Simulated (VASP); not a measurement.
Input:

```
Zn4SSe3
1.0
    5.56669     0.00000     0.00000
    0.00000     5.56669     0.00000
    0.00000     0.00000     5.56669
Zn Se S
4 3 1
Cartesian
  0.03872   5.52798   5.52798
  2.74463   2.82206   5.52798
  2.74463   5.52798   2.82206
  0.03872   2.82206   2.82206
  1.39167   1.39167   1.39167
  4.17502   4.17502   1.39167
  4.17502   1.39167   4.17502
  1.39167   4.17502   4.17502
```

These are PBEsol GGA, VASP's PBE PAW potentials (set 64) (plane waves; VASP 6.6.1) values and carry that method's errors. Settings: 400 eV cut-off, 5×5×5 Γ-centred mesh, tetrahedra with Blöchl corrections, potentials Zn Se S.

The cores are frozen, which limits the accuracy of field gradients.

Task: Give the principal components of the electric field gradient (V/Å²) and the asymmetry η at each nucleus.

Result: 
```csv
atom,Vxx,Vyy,Vzz,η
Zn1,2.2,2.2,-4.3,0.00
Zn2,2.2,2.2,-4.3,0.00
Zn3,2.2,2.2,-4.3,0.00
Zn4,2.2,2.2,-4.3,0.00
Se5,15.6,15.6,-31.3,0.00
Se6,15.6,15.6,-31.3,0.00
Se7,15.6,15.6,-31.3,0.00
S8,0.0,0.0,0.0,-
```

The structure was generated: Zn4SSe3 was put into an ordered model structure (P-43m), which need not be its known phase. It was relaxed first.
